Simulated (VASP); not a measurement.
Crystal: Ag.

```xyz
1
Lattice="0.0000 2.0675 2.0675 2.0675 0.0000 2.0675 2.0675 2.0675 0.0000" Properties=species:S:1:pos:R:3 pbc="T T T"
Ag    0.0000    0.0000    0.0000
```

| Quantity | Value |
| --- | --- |
| Program | VASP 6.6.1 |
| Task | relaxation of cell and atoms |
| Functional | PBEsol |
| Potentials or basis | VASP PAW PBE potentials, release 64 (Ag) |
| Cutoff | 580 eV |
| k mesh | 18 × 18 × 18 |
| Occupations | gaussian, width 0.1 eV |
| Spin | no spin polarisation |

At the start: pressure -6.2 GPa; volume 17.68 Å³/atom.

Task: Where does the relaxation end?

Result: Over 3 steps the energy falls by 21.6 meV/atom and the volume is 16.63 Å³/atom (-5.9 %); space group Fm-3m (No. 225, to 0.05 Å).

The path:
| step | energy change (eV) | largest force (eV/Å) | pressure (GPa) | volume (Å³) |
| --- | --- | --- | --- | --- |
| 1 | 0.0000 | 0.0000 | -6.16 | 17.68 |
| 2 | -0.0117 | 0.0000 | 5.23 | 15.99 |
| 3 | -0.0216 | 0.0000 | -0.02 | 16.63 |

Final structure:
```
Ag
1.0
     0.00000    2.02599    2.02599
     2.02599    0.00000    2.02599
     2.02599    2.02599    0.00000
Ag
1
Cartesian
  0.0000 0.0000 0.0000
```

Caveat: the PAW data sets were made with another functional, which shifts forces and pressure a little.
